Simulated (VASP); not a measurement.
# What goes wrong when the modes of GaSb are computed with a bad input

Some phonon runs on GaSb get a fault in the input on purpose. Which of them show, and how? The starting structure is a measured crystal structure from the Crystallography Open Database.

Method: Kohn-Sham DFT with plane waves and PAW; LDA, in VASP 6.6.1.

The database entry behind the starting cell differs from later determinations by our own check (about 0.4 % long), so it need not match the best structure at ambient conditions.

## (1) Set-up

It takes space group F-43m (No. 216, cubic). Conventional cell: a = 6.118 Å, b = 6.118 Å, c = 6.118 Å, α = 90.00°, β = 90.00°, γ = 90.00°. Nearest to Sb lie 4 Ga at 2.65 Å. Nearest to Ga lie 4 Sb at 2.65 Å. Farther neighbours are not listed.

## (2) Reference modes

The cell comes from a relaxation at this level, not shown (55.46 Å³).

The input, INCAR:

```
SYSTEM = GaSb
PREC = Accurate
ENCUT = 450
EDIFF = 1E-08
NELM = 100
ISMEAR = 1
SIGMA = 0.15
LREAL = .FALSE.
ALGO = Normal
GGA = CA
NBANDS = 15
LORBIT = 11
LWAVE = .FALSE.
LCHARG = .FALSE.
KPAR = 2
IBRION = 8
ISIF = 2
```

The input, POSCAR:

```
GaSb
1.0
    0.0000000000      3.0268763562      3.0268763562
    3.0268763562      0.0000000000      3.0268763562
    3.0268763562      3.0268763562      0.0000000000
Sb Ga
1 1
Direct
    0.7500000000      0.7500000000      0.7500000000
    0.0000000000      0.0000000000      0.0000000000
```

The input, KPOINTS:

```
Automatic mesh
0
Gamma
10 10 10
0 0 0
```

PAW data sets: Sb and Ga_d (LDA family, release 64).

The run is started by

```sh
mpirun -np 2 vasp_std
```

The log of the run:

```text
[banner, memory and clock lines left out]
running    2 mpi-ranks, on    1 nodes
 distrk:  each k-point on    1 cores,    2 groups
 distr:  one band on    1 cores,    1 groups

 POSCAR found type information on POSCAR SbGa
 POSCAR found :  2 types and       2 ions
 LDA part: xc-table for (Slater(with rela. corr.)+CA(PZ))
 , standard interpolation
 POSCAR, INCAR and KPOINTS ok, starting setup
 FFT: planning ... GRIDC
 FFT: planning ... GRID_SOFT
 FFT: planning ... GRID
 WAVECAR not read
 entering main loop
       N       E                     dE             d eps       ncg     rms          rms(c)
DAV:   1     0.769547598514E+02    0.76955E+02   -0.81378E+03  1434   0.136E+03
DAV:   2    -0.280416975705E+01   -0.79759E+02   -0.77122E+02  1613   0.289E+02
DAV:   3    -0.869433218278E+01   -0.58902E+01   -0.58715E+01  1760   0.651E+01
DAV:   4    -0.879785089739E+01   -0.10352E+00   -0.10351E+00  1629   0.982E+00
DAV:   5    -0.880034444956E+01   -0.24936E-02   -0.24935E-02  1930   0.135E+00    0.342E+00
DAV:   6    -0.870896095370E+01    0.91383E-01   -0.76285E-02  2067   0.448E+00    0.200E+00
DAV:   7    -0.867209411345E+01    0.36867E-01   -0.53403E-02  1648   0.185E+00    0.293E-01
DAV:   8    -0.867184172001E+01    0.25239E-03   -0.47914E-03  1736   0.852E-01    0.101E-01
DAV:   9    -0.867192046709E+01   -0.78747E-04   -0.34386E-04  1683   0.163E-01    0.401E-02
DAV:  10    -0.867191324457E+01    0.72225E-05   -0.17512E-05  1875   0.350E-02    0.143E-02
DAV:  11    -0.867191535631E+01   -0.21117E-05   -0.43835E-06  1637   0.198E-02    0.543E-03
DAV:  12    -0.867191532001E+01    0.36302E-07   -0.23807E-07  1767   0.351E-03    0.117E-03
DAV:  13    -0.867191532950E+01   -0.94938E-08   -0.21295E-08  1711   0.144E-03
   1 F= -.86719153E+01 E0= -.86720280E+01  d E =0.338087E-03
 Linear response reoptimize wavefunctions to high precision
DAV:   1    -0.867191532951E+01   -0.90949E-11   -0.68401E-10  1419   0.312E-04
 Linear response DOF=           2
 Linear response progress:
  Degree of freedom:   1/  2
       N       E                     dE             d eps       ncg     rms          rms(c)
RMM:   1    -0.293597831993E-01   -0.29360E-01    0.95758E-04 10130   0.141E+00
RMM:   2    -0.265360565733E-01    0.28237E-02   -0.38295E-03  9393   0.395E-01    0.681E-02
RMM:   3    -0.264633376871E-01    0.72719E-04   -0.25573E-04 10341   0.105E-01    0.364E-02
RMM:   4    -0.264817182602E-01   -0.18381E-04   -0.69031E-05 10406   0.448E-02    0.457E-03
RMM:   5    -0.264850584003E-01   -0.33401E-05   -0.10248E-05 10818   0.155E-02    0.291E-03
RMM:   6    -0.264771551624E-01    0.79032E-05    0.89661E-08 10437   0.493E-03    0.664E-04
RMM:   7    -0.264765271531E-01    0.62801E-06    0.21709E-08 10673   0.147E-03    0.302E-04
RMM:   8    -0.264761517213E-01    0.37543E-06   -0.27505E-08 10265   0.525E-04    0.796E-05
RMM:   9    -0.264761174396E-01    0.34282E-07   -0.68082E-09 10692   0.195E-04    0.294E-05
RMM:  10    -0.264761327982E-01   -0.15359E-07    0.24254E-09 10201   0.756E-05    0.519E-06
RMM:  11    -0.264761230498E-01    0.97485E-08   -0.34008E-09 10495   0.290E-05    0.401E-06
 first order change of Fermi-energy   0.22533E-03
 force on displaced ion       1 direction 1 :  -8.302   0.000   0.000
 Linear response progress:
  Degree of freedom:   2/  2
       N       E                     dE             d eps       ncg     rms          rms(c)
RMM:   1    -0.168313414718E+00   -0.16831E+00    0.94704E-02  6373   0.849E+00
RMM:   2    -0.166974078468E+00    0.13393E-02   -0.29118E-02  9547   0.134E+00    0.403E-02
RMM:   3    -0.166913152555E+00    0.60926E-04   -0.34073E-03  9806   0.425E-01    0.269E-02
RMM:   4    -0.166874000503E+00    0.39152E-04   -0.18257E-03 10818   0.203E-01    0.139E-02
RMM:   5    -0.166860296667E+00    0.13704E-04   -0.70324E-05 10476   0.511E-02    0.472E-03
RMM:   6    -0.166869846733E+00   -0.95501E-05   -0.59992E-05 10630   0.213E-02    0.540E-04
RMM:   7    -0.166858735037E+00    0.11112E-04   -0.13111E-05 10438   0.938E-03    0.623E-04
RMM:   8    -0.166861934045E+00   -0.31990E-05   -0.15521E-05 10407   0.425E-03    0.202E-04
RMM:   9    -0.166862243418E+00   -0.30937E-06   -0.47483E-06 10451   0.203E-03    0.758E-05
RMM:  10    -0.166862656174E+00   -0.41276E-06   -0.40677E-06 10640   0.993E-04    0.350E-05
RMM:  11    -0.166862476673E+00    0.17950E-06   -0.99677E-07 10670   0.487E-04    0.175E-05
RMM:  12    -0.166862560271E+00   -0.83598E-07   -0.55976E-07 10480   0.257E-04    0.324E-06
RMM:  13    -0.166862523921E+00    0.36350E-07    0.57200E-08 10711   0.137E-04    0.217E-06
RMM:  14    -0.166862544293E+00   -0.20372E-07   -0.14855E-07 10636   0.782E-05    0.203E-06
RMM:  15    -0.166862568494E+00   -0.24200E-07   -0.20355E-08 10464   0.494E-05    0.829E-07
RMM:  16    -0.166862567918E+00    0.57529E-09   -0.50178E-08 10297   0.348E-05    0.464E-07
 first order change of Fermi-energy   0.22989E-04
 force on displaced ion       2 direction 1 :  -8.263   0.000   0.000
 Linear response finished
```

Elapsed: 5.2 min, on 2 MPI ranks of AMD EPYC 7R43, shared host; peak memory 0.72 GiB.

The logs omit lines about the potential files and the build; timing stands in the text.

From OUTCAR (step 2):

```text
ion  position               nearest neighbor table
   1  0.750  0.750  0.750-   2 2.62   2 2.62   2 2.62   2 2.62
   2  0.000  0.000  0.000-   1 2.62   1 2.62   1 2.62   1 2.62

  LATTYP: Found a face centered cubic cell.
 ALAT       =     6.0537527124

 Subroutine GETGRP returns: Found 24 space group operations
 (whereof 24 operations were pure point group operations)

The static configuration has the point symmetry T_d .

 Found     47 irreducible k-points:

   k-points           NKPTS =     47   k-points in BZ     NKDIM =     47   number of bands    NBANDS=     15

   dimension x,y,z NGX =    30 NGY =   30 NGZ =   30
   dimension x,y,z NGXF=    60 NGYF=   60 NGZF=   60

   ENCUT  =  450.0 eV  33.07 Ry    5.75 a.u.   7.40  7.40  7.40*2*pi/ulx,y,z

   NELECT =      18.0000    total number of electrons

 k-points in reciprocal lattice and weights: Automatic mesh
   0.00000000  0.00000000  0.00000000       0.001
   0.10000000  0.00000000  0.00000000       0.008
   0.20000000  0.00000000  0.00000000       0.008
   0.30000000  0.00000000  0.00000000       0.008
   0.40000000  0.00000000  0.00000000       0.008
   0.50000000  0.00000000  0.00000000       0.004
   0.10000000  0.10000000  0.00000000       0.006
   0.20000000  0.10000000  0.00000000       0.024
   0.30000000  0.10000000  0.00000000       0.024
[...]
-0.30000000  0.40000000  0.20000000       0.024
  -0.30000000  0.50000000  0.20000000       0.012

 average (electrostatic) potential at core
       1 -88.3622       2 -66.6031

  Total       -0.0015360     -0.0015360     -0.0015360      0.0000000     -0.0000000      0.0000000
  in kB       -0.0443703     -0.0443703     -0.0443703      0.0000000     -0.0000000      0.0000000
  external PRESSURE =      -0.0443703 kB  Pullay stress =       0.0000000 kB

  energy-cutoff  :      450.00
  volume of cell :       55.46
      direct lattice vectors                 reciprocal lattice vectors
     0.000000000  3.026876356  3.026876356    -0.165186794  0.165186794  0.165186794
     3.026876356  0.000000000  3.026876356     0.165186794 -0.165186794  0.165186794
     3.026876356  3.026876356  0.000000000     0.165186794  0.165186794 -0.165186794

 POSITION                                       TOTAL-FORCE (eV/Angst)
 -----------------------------------------------------------------------------------
      4.54031      4.54031      4.54031         0.000000      0.000000      0.000000
      0.00000      0.00000      0.00000        -0.000000     -0.000000     -0.000000
 -----------------------------------------------------------------------------------
    total drift:                                0.000000      0.000000     -0.000000

 Eigenvectors and eigenvalues of the dynamical matrix
 ----------------------------------------------------

   1 f  =    6.754975 THz    42.442762 2PiTHz  225.321723 cm-1    27.936321 meV
             X         Y         Z           dx          dy          dz
      4.540315  4.540315  4.540315     0.000000    0.604333    0.000000
      0.000000  0.000000  0.000000     0.000000   -0.796732    0.000000

   2 f  =    6.754975 THz    42.442762 2PiTHz  225.321723 cm-1    27.936321 meV
             X         Y         Z           dx          dy          dz
      4.540315  4.540315  4.540315    -0.604333    0.000000    0.000000
      0.000000  0.000000  0.000000     0.796732    0.000000    0.000000

   3 f  =    6.754975 THz    42.442762 2PiTHz  225.321723 cm-1    27.936321 meV
             X         Y         Z           dx          dy          dz
      4.540315  4.540315  4.540315     0.000000    0.000000   -0.604333
      0.000000  0.000000  0.000000     0.000000    0.000000    0.796732

   4 f/i=    0.007564 THz     0.047523 2PiTHz    0.252294 cm-1     0.031280 meV
             X         Y         Z           dx          dy          dz
      4.540315  4.540315  4.540315     0.796732    0.000000    0.000000
      0.000000  0.000000  0.000000     0.604333    0.000000    0.000000

   5 f/i=    0.007564 THz     0.047523 2PiTHz    0.252294 cm-1     0.031280 meV
             X         Y         Z           dx          dy          dz
      4.540315  4.540315  4.540315     0.000000   -0.796732    0.000000
      0.000000  0.000000  0.000000     0.000000   -0.604333    0.000000

   6 f/i=    0.007564 THz     0.047523 2PiTHz    0.252294 cm-1     0.031280 meV
             X         Y         Z           dx          dy          dz
      4.540315  4.540315  4.540315     0.000000    0.000000    0.796732
      0.000000  0.000000  0.000000     0.000000    0.000000    0.604333

 ELASTIC MODULI CONTR FROM IONIC RELAXATION (kBar)
 Direction    XX          YY          ZZ          XY          YZ          ZX
 --------------------------------------------------------------------------------
 XX          -0.0000     -0.0000     -0.0000     -0.0000     -0.0000     -0.0000
 YY          -0.0000     -0.0000      0.0000     -0.0000     -0.0000      0.0000
 ZZ          -0.0000      0.0000     -0.0000      0.0000     -0.0000     -0.0000
 XY          -0.0000     -0.0000      0.0000   -177.9578      0.0000      0.0000
 YZ          -0.0000     -0.0000     -0.0000      0.0000   -177.9578      0.0000
 ZX          -0.0000      0.0000     -0.0000      0.0000      0.0000   -177.9578
 --------------------------------------------------------------------------------
```

Energies printed during the response cycles are not total energies of the cell. Methfessel-Paxton smearing is not meant for a cell with a gap.

Reference: the zone-centre mode is T2 225.3 cm⁻¹.

## (3) Modes with finite displacements, else as the reference

Against step 2 the input has IBRION = 6, NFREE = 2 and POTIM = 0.015 (also changed: NSW).

Edit INCAR of step 2 so:

```diff
@@ -15,3 +15,6 @@
 KPAR = 2
-IBRION = 8
+IBRION = 6
+NFREE = 2
+POTIM = 0.015
+NSW = 1
 ISIF = 2
```

POSCAR is that of step 2.

KPOINTS is that of step 2.

The run is started by

```sh
mpirun -np 2 vasp_std
```

The log of the run:

```text
[... set-up lines as in an earlier step ...]
 entering main loop
       N       E                     dE             d eps       ncg     rms          rms(c)
[... 13 cycles as in an earlier step ...]
   1 F= -.86719153E+01 E0= -.86720280E+01  d E =0.338087E-03
[...]
2 F= -.86709810E+01 E0= -.86710864E+01  d E =0.316234E-03
[...]
3 F= -.86709810E+01 E0= -.86710864E+01  d E =0.316241E-03
[...]
4 F= -.86709879E+01 E0= -.86710933E+01  d E =0.316247E-03
[...]
5 F= -.86709878E+01 E0= -.86710932E+01  d E =0.316237E-03
 Finite differences progress:
  Degree of freedom:   2/  2
  Displacement:        2/  2
  Total:               4/  4
```

Wall time 3.1 min (2 MPI ranks); peak memory 0.55 GiB.

Parts of OUTCAR (step 3):

```text
  Total       -0.0004363      0.0014341      0.0014341      0.0000000      0.1134221      0.0000000
  in kB       -0.0126027      0.0414255      0.0414255      0.0000000      3.2763792      0.0000000
  external PRESSURE =       0.0234161 kB  Pullay stress =       0.0000000 kB

 POSITION                                       TOTAL-FORCE (eV/Angst)
 -----------------------------------------------------------------------------------
      4.54031      4.54031      4.54031        -0.124319      0.000000      0.000000
     -0.01500      0.00000      0.00000         0.124319     -0.000000     -0.000000
 -----------------------------------------------------------------------------------
    total drift:                               -0.000731      0.000000     -0.000000

  FREE ENERGIE OF THE ION-ELECTRON SYSTEM (eV)
  ---------------------------------------------------
  free  energy   TOTEN  =        -8.6709878294 eV

  energy  without entropy=       -8.6713040667  energy(sigma->0) =       -8.67109324

[... 2 parts as in an earlier step ...]

[... 1 further part left out ...]
[key lines of the parts left out:]
E-fermi :   5.0525
```

The last energy, forces and stress in OUTCAR belong to the last displaced cell, not to that of POSCAR.

With finite displacements, else as the reference the mode is T2 225.6 cm⁻¹, +0.3 cm⁻¹ from the reference.

## (4) Modes with a structure that was not relaxed

A slip made on purpose: a structure that was not relaxed. Against step 2 the input has another starting structure (also changed: NELM).

Edit INCAR of step 3 so:

```diff
@@ -4,3 +4,3 @@
 EDIFF = 1E-08
-NELM = 100
+NELM = 60
 ISMEAR = 1
@@ -15,6 +15,3 @@
 KPAR = 2
-IBRION = 6
-NFREE = 2
-POTIM = 0.015
-NSW = 1
+IBRION = 8
 ISIF = 2
```

The input, POSCAR:

```
GaSb
1.0
    0.0000000000      3.0590000000      3.0590000000
    3.0590000000      0.0000000000      3.0590000000
    3.0590000000      3.0590000000      0.0000000000
Sb Ga
1 1
Direct
    0.7500000000      0.7500000000      0.7500000000
    0.0000000000      0.0000000000      0.0000000000
```

KPOINTS is that of step 3.

The run is started by

```sh
mpirun -np 2 vasp_std
```

The log of the run:

```text
[... set-up lines as in an earlier step ...]
 entering main loop
       N       E                     dE             d eps       ncg     rms          rms(c)
DAV:   1     0.788943195764E+02    0.78894E+02   -0.81427E+03  1410   0.135E+03
DAV:   2    -0.240968391669E+01   -0.81304E+02   -0.78121E+02  1655   0.290E+02
DAV:   3    -0.867215554499E+01   -0.62625E+01   -0.62491E+01  1648   0.678E+01
DAV:   4    -0.878064445203E+01   -0.10849E+00   -0.10847E+00  1734   0.101E+01
[...]
DAV:  12    -0.866328588028E+01    0.26049E-07   -0.22635E-07  1753   0.368E-03    0.957E-04
DAV:  13    -0.866328589200E+01   -0.11713E-07   -0.18699E-08  1675   0.120E-03    0.630E-04
DAV:  14    -0.866328589192E+01    0.78671E-10   -0.65855E-10  1097   0.319E-04
   1 F= -.86632859E+01 E0= -.86634140E+01  d E =0.384442E-03
 Linear response reoptimize wavefunctions to high precision
DAV:   1    -0.866328589188E+01    0.35016E-10   -0.32233E-10  1314   0.157E-04
 Linear response DOF=           2
 Linear response progress:
  Degree of freedom:   1/  2
[...]
RMM:   8    -0.265144547215E-01    0.35045E-06   -0.14035E-08 10232   0.506E-04    0.677E-05
RMM:   9    -0.265144724468E-01   -0.17725E-07   -0.14212E-09 10690   0.195E-04    0.303E-05
RMM:  10    -0.265144689606E-01    0.34862E-08    0.29033E-09 10359   0.813E-05    0.602E-06
 first order change of Fermi-energy   0.23808E-03
 force on displaced ion       1 direction 1 :  -7.512  -0.000  -0.000
 Linear response progress:
  Degree of freedom:   2/  2
       N       E                     dE             d eps       ncg     rms          rms(c)
RMM:   1    -0.168197115990E+00   -0.16820E+00    0.87919E-02  6367   0.838E+00
RMM:   2    -0.166990656869E+00    0.12065E-02   -0.29183E-02  9509   0.134E+00    0.398E-02
RMM:   3    -0.166918779171E+00    0.71878E-04   -0.36172E-03  9774   0.428E-01    0.260E-02
RMM:   4    -0.166844528285E+00    0.74251E-04   -0.17111E-03 10811   0.205E-01    0.135E-02
[...]
RMM:  11    -0.166840716639E+00   -0.14576E-06   -0.26390E-07 10709   0.569E-04    0.154E-05
RMM:  12    -0.166840838909E+00   -0.12227E-06   -0.11189E-07 10447   0.328E-04    0.294E-06
RMM:  13    -0.166840841822E+00   -0.29135E-08   -0.49249E-08 10837   0.207E-04    0.479E-06
 first order change of Fermi-energy   0.40392E-05
 force on displaced ion       2 direction 1 :  -7.525   0.000   0.000
 Linear response finished
```

Wall time 4.8 min (2 MPI ranks); peak memory 0.73 GiB.

From OUTCAR (step 4):

```text
  Total       -0.5790445     -0.5790445     -0.5790445     -0.0000000      0.0000000     -0.0000000
  in kB      -16.2051887    -16.2051887    -16.2051887     -0.0000000      0.0000000     -0.0000000
  external PRESSURE =     -16.2051887 kB  Pullay stress =       0.0000000 kB

 POSITION                                       TOTAL-FORCE (eV/Angst)
 -----------------------------------------------------------------------------------
      4.58850      4.58850      4.58850         0.000000      0.000000      0.000000
      0.00000      0.00000      0.00000        -0.000000     -0.000000     -0.000000
 -----------------------------------------------------------------------------------
    total drift:                                0.000000      0.000000     -0.000000

[... 1 part as in an earlier step ...]

[... 1 further part left out ...]
```

With a structure that was not relaxed the mode is T2 214.8 cm⁻¹, -10.5 cm⁻¹ from the reference.

(Part 1 of 2 ends here.)

[Lines on the potential files, build, host, timing and source positions are cut from VASP's logs without a mark.]

[Logs are printed without paths, hosts, clocks, repeated set-up lines and the standing remarks that a program may print on its own settings, such as how far it seeks lower states.]

[Hosts, paths, dates, database ids (printed as entryN), source tags and the programs' standing remarks are cut or masked in the printed files.]
